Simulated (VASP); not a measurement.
```yaml
crystal:
  lattice:
    - [0.00000, 2.80362, 2.80362]
    - [2.80362, 0.00000, 2.80362]
    - [2.80362, 2.80362, 0.00000]
  atoms:
    - { symbol: Na, position: [0.00000, 0.00000, 0.00000] }
    - { symbol: Cl, position: [0.50000, 0.50000, 0.50000] }
```

The numbers are results of optB88-vdW, VASP's PBE PAW potentials (set 64) (plane waves; VASP), not measurements. Numerical set-up: 520 eV cut-off, Gaussian smearing of 0.050 eV, potentials Na_pv Cl.

Problem. Give the energies of bands 5 to 10 at the high-symmetry points, in eV from the valence-band maximum.

Solution. 
| band | Γ | X | U | L | W |
|---|---|---|---|---|---|
| 5 | 0.00 | -1.71 | -1.45 | -1.98 | -1.22 |
| 6 | 0.00 | -0.62 | -1.15 | -0.27 | -1.22 |
| 7 | 0.00 | -0.62 | -0.51 | -0.27 | -0.78 |
| 8 | 5.16 | 7.56 | 8.26 | 7.29 | 8.88 |
| 9 | 11.11 | 8.07 | 9.09 | 10.77 | 9.76 |
| 10 | 11.11 | 11.46 | 10.66 | 10.98 | 9.76 |

The gap is direct, 5.16 eV, from the valence maximum at Γ to the conduction minimum at Γ.

Measured: gap 8.97 eV (computed value off by -3.81 eV), as given by Wei Chen et al., Physical Review Materials (2018), doi:10.1103/physrevmaterials.2.073803.

The compound is NaCl in the rock salt structure. It was relaxed first.
